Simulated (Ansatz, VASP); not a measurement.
# NiO: VASP beside Ansatz, part 2 of 2

Wanted: the spread between two codes on one cell, functional and k mesh.

VASP 6.6.1 and Ansatz 0.2.0.

So far. Step 2 (Ansatz: single point, PBEsol, DFT+U): The run ends at a pressure of 3.43 GPa.

## (3) VASP: single point, PBEsol, DFT+U

Level of this step: PBEsol, DFT+U (Ni d 6.2 eV), spin-polarised from a ferromagnetic start (one magnetic atom a cell); plane waves and PAW (Ni, O) (VASP).

The same cell, functional, mesh and smearing now go to VASP, with its own data sets and cutoff.

Lines of VASP's logs that name or quote its potential files are left out, and so is its time.

Contents of INCAR:

```
SYSTEM = NiO
PREC = Accurate
ENCUT = 520
EDIFF = 1E-05
NELM = 100
ISMEAR = 0
SIGMA = 0.05
LREAL = .FALSE.
ALGO = Normal
GGA = PS
NBANDS = 15
ISPIN = 2
MAGMOM = 1 0
LDAU = .TRUE.
LDAUTYPE = 2
LDAUL = 2 -1
LDAUU = 6.2 0
LDAUJ = 0 0
LDAUPRINT = 1
LASPH = .TRUE.
LMAXMIX = 4
LORBIT = 11
LWAVE = .FALSE.
LCHARG = .FALSE.
KPAR = 2
```

Contents of POSCAR:

```
NiO
1.0
    0.0000000000      2.0885500000      2.0885500000
    2.0885500000      0.0000000000      2.0885500000
    2.0885500000      2.0885500000      0.0000000000
Ni O
1 1
Direct
    0.0000000000      0.0000000000      0.0000000000
    0.5000000000      0.5000000000      0.5000000000
```

Contents of KPOINTS:

```
Automatic mesh
0
Gamma
8 8 8
0 0 0
```

The projector-augmented-wave data sets are Ni and O (PBE family, release 64).

On the command line:

```
$ mpirun -np 2 vasp_std
```

Numbers of over 12 decimals in the logs are rounded to 6 here.

What it wrote:

```text
[banner, memory and clock lines left out]
running    2 mpi-ranks, on    1 nodes
 distrk:  each k-point on    1 cores,    2 groups
 distr:  one band on    1 cores,    1 groups

 POSCAR found type information on POSCAR NiO
 POSCAR found :  2 types and       2 ions
|                                                                             |
|               ----> ADVICE to this user running VASP <----                  |
|                                                                             |
|     You enforced a specific xc type in the INCAR file but a different       |
|     [... a line on the potential file left out ...]
|     I HOPE YOU KNOW WHAT YOU ARE DOING!                                     |
|                                                                             |

 LDA part: xc-table for (Slater+PW92), standard interpolation
 POSCAR, INCAR and KPOINTS ok, starting setup
 FFT: planning ... GRIDC
 FFT: planning ... GRID_SOFT
 FFT: planning ... GRID
 WAVECAR not read
 entering main loop
       N       E                     dE             d eps       ncg     rms          rms(c)
DAV:   1     0.780674001753E+02    0.78067E+02   -0.75570E+03  1828   0.132E+03
DAV:   2    -0.563516454109E+01   -0.83703E+02   -0.73729E+02  1922   0.252E+02
DAV:   3    -0.997361748415E+01   -0.43385E+01   -0.42551E+01  2020   0.639E+01
DAV:   4    -0.100112447138E+02   -0.37627E-01   -0.37608E-01  2111   0.573E+00
DAV:   5    -0.100118726259E+02   -0.62791E-03   -0.62790E-03  2111   0.753E-01    0.169E+01
DAV:   6    -0.104911109069E+02   -0.47924E+00   -0.16014E+01  1927   0.816E+01    0.190E+01
DAV:   7    -0.106781543704E+02   -0.18704E+00   -0.11835E+00  1877   0.269E+01    0.947E+00
DAV:   8    -0.108737054776E+02   -0.19555E+00   -0.19499E-01  2081   0.483E+00    0.572E+00
DAV:   9    -0.109716900301E+02   -0.97985E-01   -0.64641E-02  2036   0.830E+00    0.449E-01
DAV:  10    -0.109770609861E+02   -0.53710E-02   -0.27585E-02  2227   0.229E+00    0.450E-01
DAV:  11    -0.109770549116E+02    0.60746E-05   -0.23475E-03  2159   0.105E+00    0.138E-01
DAV:  12    -0.109774526705E+02   -0.39776E-03   -0.24431E-04  1903   0.498E-01    0.501E-02
DAV:  13    -0.109775068809E+02   -0.54210E-04   -0.78371E-05  2325   0.171E-01    0.145E-02
DAV:  14    -0.109775121560E+02   -0.52751E-05   -0.23654E-05  1617   0.699E-02
   1 F= -.10977512E+02 E0= -.10977512E+02  d E =-.130113E-16  mag=     2.0000
```

From OUTCAR (step 3):

```text
ion  position               nearest neighbor table
   1  0.000  0.000  0.000-   2 2.09   2 2.09   2 2.09   2 2.09   2 2.09   2 2.09
   2  0.500  0.500  0.500-   1 2.09   1 2.09   1 2.09   1 2.09   1 2.09   1 2.09

  LATTYP: Found a face centered cubic cell.
 ALAT       =     4.1771000000

 Subroutine GETGRP returns: Found 48 space group operations
 (whereof 48 operations were pure point group operations)

The static configuration has the point symmetry O_h .

 Found     29 irreducible k-points:

   k-points           NKPTS =     29   k-points in BZ     NKDIM =     29   number of bands    NBANDS=     15

   dimension x,y,z NGX =    24 NGY =   24 NGZ =   24
   dimension x,y,z NGXF=    48 NGYF=   48 NGZF=   48

   ENCUT  =  520.0 eV  38.22 Ry    6.18 a.u.   5.49  5.49  5.49*2*pi/ulx,y,z

   NELECT =      16.0000    total number of electrons

 k-points in reciprocal lattice and weights: Automatic mesh
   0.00000000  0.00000000  0.00000000       0.002
   0.12500000  0.00000000  0.00000000       0.016
   0.25000000  0.00000000  0.00000000       0.016
   0.37500000  0.00000000  0.00000000       0.016
   0.50000000  0.00000000  0.00000000       0.008
   0.12500000  0.12500000  0.00000000       0.012
   0.25000000  0.12500000  0.00000000       0.047
   0.37500000  0.12500000  0.00000000       0.047
   0.50000000  0.12500000  0.00000000       0.047
[...]
-0.37500000  0.50000000  0.12500000       0.023
  -0.25000000  0.50000000  0.25000000       0.012

atom =   1  type =  1  l = 2

 onsite density matrix

spin component  1

  0.9834  0.0000  0.0000 -0.0000  0.0000
  0.0000  0.9834 -0.0000  0.0000 -0.0000
  0.0000 -0.0000  1.0387  0.0000 -0.0000
 -0.0000  0.0000  0.0000  0.9834  0.0000
  0.0000 -0.0000 -0.0000  0.0000  1.0387

spin component  2

  0.9818  0.0000  0.0000 -0.0000  0.0000
  0.0000  0.9818 -0.0000  0.0000 -0.0000
  0.0000 -0.0000  0.1456 -0.0000 -0.0000
 -0.0000  0.0000 -0.0000  0.9818 -0.0000
  0.0000 -0.0000 -0.0000 -0.0000  0.1456

 occupancies and eigenvectors

  o =  0.1456  v =  0.0000  0.0000  0.0000  0.0000  0.0000  0.0000 -0.0000 -0.0029 -0.0000 -1.0000      0.0000  0.0000  0.0000  0.0000  0.0000  0.0000  0.0000  0.0000  0.0000  0.0000
  o =  0.1456  v =  0.0000  0.0000  0.0000  0.0000  0.0000  0.0000  0.0000 -1.0000 -0.0000  0.0029      0.0000  0.0000  0.0000  0.0000  0.0000  0.0000  0.0000  0.0000  0.0000  0.0000
  o =  0.9818  v =  0.0000  0.0000  0.0000  0.0000  0.0000  0.0000 -0.2878 -0.0000 -0.9577  0.0000      0.0000  0.0000  0.0000  0.0000  0.0000  0.0000  0.0000  0.0000  0.0000  0.0000
  o =  0.9818  v =  0.0000  0.0000  0.0000  0.0000  0.0000  0.0000 -0.9577 -0.0000  0.2878  0.0000      0.0000  0.0000  0.0000  0.0000  0.0000  0.0000  0.0000  0.0000  0.0000  0.0000
  o =  0.9818  v =  0.0000  0.0000  0.0000  0.0000  0.0000  1.0000  0.0000  0.0000  0.0000  0.0000      0.0000  0.0000  0.0000  0.0000  0.0000  0.0000  0.0000  0.0000  0.0000  0.0000
  o =  0.9834  v =  0.0000  0.9469  0.0000 -0.3216  0.0000  0.0000  0.0000  0.0000  0.0000  0.0000      0.0000  0.0000  0.0000  0.0000  0.0000  0.0000  0.0000  0.0000  0.0000  0.0000
  o =  0.9834  v =  1.0000  0.0000  0.0000  0.0000  0.0000  0.0000  0.0000  0.0000  0.0000  0.0000      0.0000  0.0000  0.0000  0.0000  0.0000  0.0000  0.0000  0.0000  0.0000  0.0000
  o =  0.9834  v =  0.0000 -0.3216 -0.0000 -0.9469 -0.0000  0.0000  0.0000  0.0000  0.0000  0.0000      0.0000  0.0000  0.0000  0.0000  0.0000  0.0000  0.0000  0.0000  0.0000  0.0000
  o =  1.0387  v =  0.0000 -0.0000  1.0000  0.0000  0.0019  0.0000  0.0000  0.0000  0.0000  0.0000      0.0000  0.0000  0.0000  0.0000  0.0000  0.0000  0.0000  0.0000  0.0000  0.0000
  o =  1.0387  v =  0.0000  0.0000  0.0019 -0.0000 -1.0000  0.0000  0.0000  0.0000  0.0000  0.0000      0.0000  0.0000  0.0000  0.0000  0.0000  0.0000  0.0000  0.0000  0.0000  0.0000

 average (electrostatic) potential at core
       1 -84.2626       2 -67.5545

 E-fermi :   6.9254

 spin component 1
 k-point     1 :       0.0000    0.0000    0.0000
  band No.  band energies     occupation
    ...
      5       1.6639      1.00000
      6       1.6639      1.00000
      7       5.1814      1.00000
      8       5.1814      1.00000
      9       5.1814      1.00000
     10       9.2914      0.00000
     11      24.3829      0.00000
     12      24.3829      0.00000
     13      24.3829      0.00000
     14      25.4040      0.00000
    ...

 k-point     2 :       0.1250    0.0000    0.0000
  band No.  band energies     occupation
    ...
      5       1.7120      1.00000
      6       1.7120      1.00000
      7       4.3683      1.00000
      8       5.4458      1.00000
      9       5.4458      1.00000
     10      10.3536      0.00000
     11      21.6420      0.00000
     12      24.2921      0.00000
     13      24.2921      0.00000
     14      27.4760      0.00000
    ...

 k-point     3 :       0.2500    0.0000    0.0000
  band No.  band energies     occupation
    ...
      5       1.8907      1.00000
      6       1.8907      1.00000
      7       3.5859      1.00000
      8       5.9947      1.00000
      9       5.9947      1.00000
     10      12.0574      0.00000
     11      19.1825      0.00000
     12      23.2302      0.00000
     13      23.2302      0.00000
     14      27.4833      0.00000
    ...

 k-point     4 :       0.3750    0.0000    0.0000
  band No.  band energies     occupation
    ...
      5       2.1024      1.00000
      6       2.1024      1.00000
      7       3.5046      1.00000
      8       6.4675      1.00000
      9       6.4676      1.00000
     10      13.0689      0.00000
     11      17.9169      0.00000
     12      21.9861      0.00000
     13      21.9861      0.00000
     14      27.3180      0.00000
    ...

 k-point     5 :       0.5000    0.0000    0.0000
  band No.  band energies     occupation
    ...
      5       2.1949      1.00000
      6       2.1950      1.00000
      7       3.5586      1.00000
      8       6.6494      1.00000
      9       6.6495      1.00000
     10      13.2303      0.00000
     11      17.7061      0.00000
     12      21.5049      0.00000
     13      21.5049      0.00000
     14      27.3573      0.00000
    ...

 k-point     6 :       0.1250    0.1250    0.0000
  band No.  band energies     occupation
    ...
      5       1.6614      1.00000
      6       1.6614      1.00000
      7       4.7142      1.00000
      8       5.1483      1.00000
      9       5.1483      1.00000
     10      10.7311      0.00000
     11      21.6470      0.00000
     12      23.9564      0.00000
     13      23.9565      0.00000
     14      24.8453      0.00000
    ...

  Total       -0.8585848     -0.8585848     -0.8585848      0.0000000     -0.0000000      0.0000000
  in kB      -75.4969022    -75.4969022    -75.4969022      0.0000000     -0.0000000      0.0000000
  external PRESSURE =     -75.4969022 kB  Pullay stress =       0.0000000 kB

  energy-cutoff  :      520.00
  volume of cell :       18.22
      direct lattice vectors                 reciprocal lattice vectors
     0.000000000  2.088550000  2.088550000    -0.239400541  0.239400541  0.239400541
     2.088550000  0.000000000  2.088550000     0.239400541 -0.239400541  0.239400541
     2.088550000  2.088550000  0.000000000     0.239400541  0.239400541 -0.239400541

 POSITION                                       TOTAL-FORCE (eV/Angst)
 -----------------------------------------------------------------------------------
      0.00000      0.00000      0.00000        -0.000000      0.000000      0.000000
      2.08855      2.08855      2.08855         0.000000     -0.000000     -0.000000
 -----------------------------------------------------------------------------------
    total drift:                                0.000000     -0.000000     -0.000000

  FREE ENERGIE OF THE ION-ELECTRON SYSTEM (eV)
  ---------------------------------------------------
  free  energy   TOTEN  =       -10.9775121560 eV

  energy  without entropy=      -10.9775121560  energy(sigma->0) =      -10.97751216

 total charge
# of ion       s       p       d       tot
------------------------------------------
    1        0.348   0.431   8.236   9.016
    2        1.541   3.458   0.000   4.999
--------------------------------------------------
tot          1.890   3.889   8.236  14.015

 magnetization (x)
# of ion       s       p       d       tot
------------------------------------------
    1        0.011   0.013   1.788   1.813
    2        0.018   0.163   0.000   0.181
--------------------------------------------------
tot          0.029   0.176   1.788   1.993

[... 6 further parts left out ...]
```

The cell holds one magnetic atom, so no antiferromagnetic order fits into it.

## (4) Side by side

Known differences besides the potentials themselves: U acts on the PAW sphere in VASP and on atomic orbitals in Ansatz, so only states and trends compare; the data sets hold 24 valence electrons in Ansatz (default PAW (the set named soft_2) files) and 16 in VASP; the cutoff is 420 eV in Ansatz and 520 eV in VASP; Ansatz makes its cores anew for this functional, VASP keeps those of its PBE data sets; site moments are counted in spheres of each program's own size. Total energies have different zeros and are not compared.

The two programs side by side:

| quantity | Ansatz | VASP | difference |
| --- | --- | --- | --- |
| pressure (GPa) | 3.43 | -7.55 | +10.98 |
| pressure without Ansatz's Pulay correction (GPa) | 2.69 | -7.55 | +10.24 |
| gap on the k mesh (eV) | 1.999 | 2.297 | -0.298 |
| total moment (μB) | 2.00 | 2.00 | 0.00 |
| moment on Ni1 (μB) | 1.71 | 1.81 | -0.10 |
| moment on O2 (μB) | 0.22 | 0.18 | +0.04 |

A gap on the mesh is an upper bound, since the band edges may lie between its points. Ansatz's pressure holds a Pulay correction of 0.74 GPa; VASP's holds none.

## (5) What came out

| Item | Value |
| --- | --- |
| difference in gap on the k mesh (single point, PBEsol, DFT+U) | -0.30 eV |
| difference in pressure (single point, PBEsol, DFT+U) | 11 GPa |

The difference in pressure is 11 GPa (single point, PBEsol, DFT+U). 1 further run of this series is not shown here. How closely two codes agree says nothing of how well the functional describes the real material.

[Lines on the potential files, build, host, timing and source positions are cut from VASP's logs without a mark.]

[Logs are printed without paths, hosts, clocks, repeated set-up lines and the standing remarks that a program may print on its own settings, such as how far it seeks lower states.]

[Hosts, paths, dates, database ids (printed as entryN), source tags and the programs' standing remarks are cut or masked in the printed files.]
